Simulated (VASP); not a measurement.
Runs of VASP 6.6.1 on CO. The cell holds a molecule in a box, 2 atoms: a = 11.466 Å, b = 11.966 Å, c = 12.466 Å, α = 90.00°, β = 90.00°, γ = 90.00°. 

```csv
task,level,potentials or basis,cell,grid for exact exchange (PRECFOCK),screening parameter,atoms held fixed (from 0),gap on the mesh (eV),largest force (eV/Å)
single point,PBE,"VASP PAW PBE potentials, release 64 (C, O)",as given,-,-,-,6.92,0.03
single point,RPBE+D3(BJ),"VASP PAW PBE potentials, release 64 (C, O)",as given,-,-,-,6.98,0.50
single point,rev-vdW-DF2,"VASP PAW PBE potentials, release 64 (C, O)",as given,-,-,-,6.91,0.25
single point,PBE+D3,"VASP PAW PBE potentials, release 64 (C, O)",as given,-,-,-,6.92,0.03
single point,RPBE,"VASP PAW PBE potentials, release 64 (C, O)",as given,-,-,-,6.98,0.50
single point,PBEsol,"VASP PAW PBE potentials, release 64 (C, O)",as given,-,-,-,6.87,(c)
single point,HSE06+D3(BJ),"VASP PAW PBE potentials, release 64 (C, O)",as given,Fast,0.2 1/A,-,(a),1.44
single point,LDA,"VASP PAW LDA potentials, release 64 (C, O)",as given,-,-,-,6.74,0.98
single point,optB86b-vdW,"VASP PAW PBE potentials, release 64 (C, O)",as given,-,-,-,6.92,0.13
single point,r2SCAN+rVV10,"VASP PAW PBE potentials, release 64 (C, O)",as given,-,-,-,(b),1.01
relaxation of the atoms,PBE+D3(BJ),"VASP PAW PBE potentials, release 64 (C, O)",atoms relaxed,-,-,[0],6.92,-
```

Alike in all rows: no spin polarisation; k mesh 1 × 1 × 1; cutoff (eV) 400; smearing gaussian 0.01 eV.

Q: Fill in the values left out.

A: (a) 9.08; (b) 7.69; (c) 0.21.

Caveats: the standard files for N, O and F lose accuracy on very short bonds; the PAW data sets were made with another functional, which shifts forces and pressure a little (some runs).

